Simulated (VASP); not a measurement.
Consider the following.

```
CELL_PARAMETERS angstrom
      1.36500    -2.36425     0.00000
      1.36500     2.36425     0.00000
      0.00000     0.00000     4.32000
ATOMIC_POSITIONS crystal
  Os 0.33333 0.66667 0.25000
  Os 0.66667 0.33333 0.75000
```

Method: PBE GGA with spin-orbit coupling, VASP's PBE PAW potentials (set 64) (plane waves; VASP 6.6.1). Settings: 400 eV cut-off, 14×14×8 Γ-centred mesh, first-order Methfessel-Paxton smearing of 0.10 eV, potentials Os.

Question: What does the run give for the energy per atom (σ→0), pressure, band gap (on the k-mesh) with the smallest direct gap where there is one?

Answer: 
| Quantity | Value |
|---|---|
| band gap (on the k-mesh) | none (metal, semimetal or under 0.01 eV) |
| energy per atom (σ→0) | -1115.9 kJ/mol of atoms |
| pressure | 10.27 GPa |

Only differences to runs with the same potentials and settings are physical.

The compound is Os in the hcp structure. The cell was not relaxed at this level. The run is one of a series of settings (GGA_COMPAT = .FALSE., LSORBIT = .TRUE., MAGMOM = 0 0 0 0 0 0, program vasp_ncl against the base run), some of them coarse on purpose.
